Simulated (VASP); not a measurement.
All values below come from PBEsol GGA, VASP's PBE PAW potentials (set 64) (plane waves; VASP).

VASP ran on this input.

### POSCAR
```
GaSb
1
    0.0000000000     3.0544226441     3.0544226441
    3.0544226441     0.0000000000     3.0544226441
    3.0544226441     3.0544226441     0.0000000000
Ga Sb
1 1
Direct
  0.0000000000   0.0000000000   0.0000000000
  0.2500000000   0.2500000000   0.2500000000
```

**INCAR**
```
SYSTEM = GaSb
PREC = Accurate
ENCUT = 400
EDIFF = 1E-7
NELM = 100
ALGO = Normal
LREAL = .FALSE.
LASPH = .TRUE.
ISMEAR = -5
GGA = PS
LMAXMIX = 4
LWAVE = .FALSE.
LCHARG = .TRUE.
LORBIT = 11
NEDOS = 601
ISIF = 2
```

File KPOINTS:
```
Automatic mesh
0
Gamma
12 12 12
0 0 0
```

POTCAR, in this order: Ga_d Sb (PBE.64 set). Program: vasp_std.

Unless said otherwise, spin-orbit coupling is left out, though it shifts the bands of the heavy elements here.

### Question
Estimate the energy per atom (σ→0), band gap (on the k-mesh).

### Answer

* **energy per atom (σ→0)**: -4.077 eV/atom
* **band gap (on the k-mesh)**: 0.02 eV

**OSZICAR**
```
...
DAV:   7    -0.815344141203E+01    0.26497E-01   -0.51508E-02  2240   0.230E+00    0.366E-01
DAV:   8    -0.815345154222E+01   -0.10130E-04   -0.52734E-03  2442   0.106E+00    0.950E-02
DAV:   9    -0.815372079562E+01   -0.26925E-03   -0.47341E-04  2051   0.192E-01    0.337E-02
DAV:  10    -0.815372169574E+01   -0.90012E-06   -0.22008E-05  2354   0.414E-02    0.807E-03
DAV:  11    -0.815373204032E+01   -0.10345E-04   -0.12535E-05  2032   0.276E-02    0.356E-03
DAV:  12    -0.815373232457E+01   -0.28425E-06   -0.54782E-07  2192   0.745E-03    0.550E-04
DAV:  13    -0.815373227699E+01    0.47581E-07   -0.39260E-08  1501   0.172E-03
   1 F= -.81537323E+01 E0= -.81537323E+01  d E =0.000000E+00
```

The compound is GaSb in the zinc blende structure. It was relaxed first.
